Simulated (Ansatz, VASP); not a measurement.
**Two plane-wave programs on Ta3Cu**

```
Ta Cu
1.0
    -2.01980    2.01980    4.23604
     2.01980   -2.01980    4.23604
     2.01980    2.01980   -4.23604
Ta Cu
3 1
Direct
  0.50000 0.50000 0.00000
  0.25000 0.75000 0.50000
  0.75000 0.25000 0.50000
  0.00000 0.00000 0.00000
```

Change from the starting cell: volume scaled by 1.02.

Alike in both runs: task single point; functional PBE; k mesh 9 × 9 × 9; occupations fermi-dirac, width 0.05 eV; no spin polarisation.

|  | VASP | Ansatz |
| --- | --- | --- |
| version | VASP 6.6.1 | Ansatz 0.2.0 |
| potentials or method | VASP PAW PBE potentials, release 64 (Ta_pv, Cu) | Ansatz PAW |
| plane-wave cutoff (eV) | 520 | 420 |
| valence electrons in the cell | 44 | 58 |

|  | VASP | Ansatz | Ansatz less VASP |
| --- | --- | --- | --- |
| gap on the k mesh at the Fermi level (eV) | none | none | - |
| pressure (GPa) | -2.8 | -3.0 | -0.21 |
| largest component of the traceless stress (GPa) | 0.27 | 0.17 | -0.104 |

A gap of «none» marks a metal or a gap that the smearing closes. The functional is the same, so the differences come from potentials, cutoffs and numerics. The two sets of potentials don't hold the same shells in valence.

Spin-orbit coupling is left out, which matters for the levels of Ta.
